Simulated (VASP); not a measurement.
Here is the system:

```
Na2S
1.0
    0.00000     3.35349     3.25584
    3.30100     0.00000     3.25584
    3.30100     3.35349     0.00000
Na S
2 1
Direct
  0.25000   0.25000   0.25000
  0.75000   0.75000   0.75000
  0.99433   0.00567   0.00567
```

Computed with TPSS meta-GGA, VASP's PBE PAW potentials (set 64) (plane waves; VASP). Run with 400 eV cut-off, 5×5×5 Γ-centred mesh, Gaussian smearing of 0.050 eV, potentials Na_pv S.

### Question
Give the force on each atom (eV/Å).

### Answer

```csv
atom,Fx,Fy,Fz
Na1,0.049,0.000,0.000
Na2,0.049,0.000,0.000
S3,-0.098,0.000,0.000
```

### Question
Give the stress tensor in GPa (positive for a compressed cell).

### Answer

```
-0.50   0.00   0.00
 0.00  -1.11   0.00
 0.00   0.00   0.02
```
The pressure is its mean diagonal, -0.53 GPa.

The compound is Na2S in the antifluorite structure. The cell was not relaxed at this level, atoms are displaced from their ideal sites. The run is one of a series of settings (GGA removed, LMIXTAU = .TRUE., METAGGA = TPSS against the base run), some of them coarse on purpose.
